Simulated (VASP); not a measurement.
Consider the following.

```yaml
crystal:
  lattice:
    - [1.84230, -3.19095, 0.00000]
    - [1.84230, 3.19095, 0.00000]
    - [0.00000, 0.00000, 7.03550]
  atoms:
    - { symbol: Zr, position: [0.00000, 0.00000, 0.00000] }
    - { symbol: S, position: [0.33333, 0.66667, 0.20613] }
    - { symbol: S, position: [0.66667, 0.33333, 0.79387] }
```

Calculation: TPSS meta-GGA, VASP's PBE PAW potentials (set 64) (plane waves; VASP 6.6.1). Settings: 520 eV cut-off, 8×8×4 Γ-centred mesh, tetrahedra with Blöchl corrections, potentials Zr_sv S.

Without a dispersion term in the relaxation, distances and binding between the weakly bound layers, chains or molecules are unreliable, and so is what depends on them.

### Question
Estimate the energy per atom (σ→0), band gap (over mesh and band path) with the smallest direct gap where there is one.

### Answer

- band gap (over mesh and band path): 1.22 eV
- smallest direct gap (over mesh and band path): 1.79 eV
- energy per atom (σ→0): -13.513 eV/atom

Only differences to runs with the same potentials and settings are physical.

The compound is ZrS2 in the 1T layered structure. It was relaxed first, which changed the volume by +23 %.
